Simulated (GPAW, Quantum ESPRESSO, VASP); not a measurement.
## Code comparison for SiC (P6_3mc, 4 atoms in the cell)

Self-consistent single point.

```
CELL_PARAMETERS angstrom
      3.07351     0.00000     0.00000
     -1.53676     2.66174     0.00000
      0.00000     0.00000     5.04525
ATOMIC_POSITIONS crystal
  Si 0.33333 0.66667 0.49960
  Si 0.66667 0.33333 0.99960
  C  0.33333 0.66667 0.87540
  C  0.66667 0.33333 0.37540
```

All programs got the same cell, k-point mesh and kind of occupations (in GPAW's words: kpts = 6 6 4; mesh shift (steps) = 0 0 0; occupations.name = fermi-dirac; occupations.width = 0.02 eV); potentials, basis and cutoffs are each program's usual ones.

| code | model | gap on the mesh (eV) | cutoff |
|---|---|---|---|
| GPAW | PBE, GPAW PAW datasets PBE (gpaw-data 1.0.1) | 2.259 | 950 eV |
| Quantum ESPRESSO | PBE, GBRV 1.5 ultrasoft (PBE) pseudopotentials | 2.276 | 40 Ry |
| VASP | PBE, VASP's PBE PAW potentials (set 64) | 2.265 | 400 eV |

Gaps are read on the mesh.

The spread over the programs that give each value: gap on the mesh within 0.017 eV.

The starting cell comes from a database of computed structures (which also holds hypothetical and non-ambient phases and stackings), without a prior relaxation at this level.

Q: Why do the programs differ, and what cannot be compared?

A: Differences of this kind can come from the potentials, where these differ, and from what each basis and cutoff leave unconverged. The zero of total energies and Fermi levels follows the potentials and each program's conventions, so they are not compared here. 

Left out of this page: Ansatz, ABINIT, CP2K, Elk, FLEUR and SIESTA (not drawn, or without a comparable value).

Keys are those of Ansatz 0.2.
